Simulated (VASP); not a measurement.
Shape and ions are relaxed at each volume.

Data:

```yaml
crystal:
  lattice:
    - [1.13335, -1.96302, 0.00000]
    - [1.13335, 1.96302, 0.00000]
    - [0.00000, 0.00000, 3.57020]
  atoms:
    - { symbol: Be, position: [0.33333, 0.66667, 0.25000] }
    - { symbol: Be, position: [0.66667, 0.33333, 0.75000] }
```

All values below come from optB88-vdW, VASP's PBE PAW potentials (set 64) (plane waves; VASP). Run with 520 eV cut-off, 18×18×10 Γ-centred mesh, first-order Methfessel-Paxton smearing of 0.10 eV, potentials Be.

Q: Give the energy at these volumes per atom, relative to the lowest: 7.47, 7.71, 7.95, 8.19, 8.42 Å³.

A: 11.5, 2.7, 0.0, 2.7, 10.1 meV/atom. A third-order Birch-Murnaghan fit gives B0 = 120 GPa and B0′ = 3.4.

The compound is Be in the hcp structure. It was relaxed first.
